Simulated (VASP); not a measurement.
A convergence study with VASP on HfS2 (1T layered): one setting is varied, all else stays as given below, so the limit is that of these other settings.

```
HfS2
1.0
    1.81500    -3.14367     0.00000
    1.81500     3.14367     0.00000
    0.00000     0.00000     5.85000
Hf S
1 2
Direct
  0.00000   0.00000   0.00000
  0.33333   0.66667   0.25000
  0.66667   0.33333   0.75000
```

These are PBE GGA, VASP's PBE PAW potentials (set 64) (plane waves; VASP) values and carry that method's errors. The tightest run used: 550 eV cut-off, 16×16×8 Γ-centred mesh, Gaussian smearing of 0.050 eV, potentials Hf_pv S.

The reference is 16×16×8 mesh, which took about 7 core-minutes. Costs are core time on shared hosts, one run each; read them as rough ratios.

### Question
Of the settings 1×1×1 mesh; 2×2×1 mesh; 3×3×2 mesh; 4×4×2 mesh; 5×5×2 mesh; 6×6×3 mesh; 7×7×4 mesh; 8×8×4 mesh; 9×9×4 mesh; 10×10×5 mesh; 11×11×6 mesh; 12×12×6 mesh; 13×13×6 mesh; 14×14×7 mesh; 15×15×8 mesh; 16×16×8 mesh, which is the lowest that keeps the difference from the reference in the stress, largest component (GPa) within 0.2 from there on, and what does it cost?

### Answer
6×6×3 mesh; its cost over the reference is about 1/10.
```json
[
 {"setting": "1×1×1 mesh", "difference in the stress, largest component (GPa)": "32.93", "cost over the reference": "about 1/30"},
 {"setting": "2×2×1 mesh", "difference in the stress, largest component (GPa)": "6.12", "cost over the reference": "about 1/30"},
 {"setting": "3×3×2 mesh", "difference in the stress, largest component (GPa)": "1.70", "cost over the reference": "about 1/20"},
 {"setting": "4×4×2 mesh", "difference in the stress, largest component (GPa)": "0.74", "cost over the reference": "about 1/20"},
 {"setting": "5×5×2 mesh", "difference in the stress, largest component (GPa)": "0.39", "cost over the reference": "about 1/20"},
 {"setting": "6×6×3 mesh", "difference in the stress, largest component (GPa)": "0.16", "cost over the reference": "about 1/10"},
 {"setting": "7×7×4 mesh", "difference in the stress, largest component (GPa)": "0.07", "cost over the reference": "about 1/7"},
 {"setting": "8×8×4 mesh", "difference in the stress, largest component (GPa)": "0.04", "cost over the reference": "about 1/7"},
 {"setting": "9×9×4 mesh", "difference in the stress, largest component (GPa)": "0.02", "cost over the reference": "about 1/7"},
 {"setting": "10×10×5 mesh", "difference in the stress, largest component (GPa)": "0.01", "cost over the reference": "about 1/5"},
 {"setting": "11×11×6 mesh", "difference in the stress, largest component (GPa)": "0.00", "cost over the reference": "about 1/3"},
 {"setting": "12×12×6 mesh", "difference in the stress, largest component (GPa)": "0.00", "cost over the reference": "about 1/3"},
 {"setting": "13×13×6 mesh", "difference in the stress, largest component (GPa)": "0.00", "cost over the reference": "within a factor of 2"},
 {"setting": "14×14×7 mesh", "difference in the stress, largest component (GPa)": "0.00", "cost over the reference": "within a factor of 2"},
 {"setting": "15×15×8 mesh", "difference in the stress, largest component (GPa)": "0.00", "cost over the reference": "within a factor of 2"},
 {"setting": "16×16×8 mesh", "difference in the stress, largest component (GPa)": "0.00", "cost over the reference": "reference"}
]
```

Left out are rungs that failed or repeat a setting and relaxations that didn't move; long series are thinned to 24 rows.

The compound is HfS2 in the 1T layered structure. The cell was not relaxed at this level.
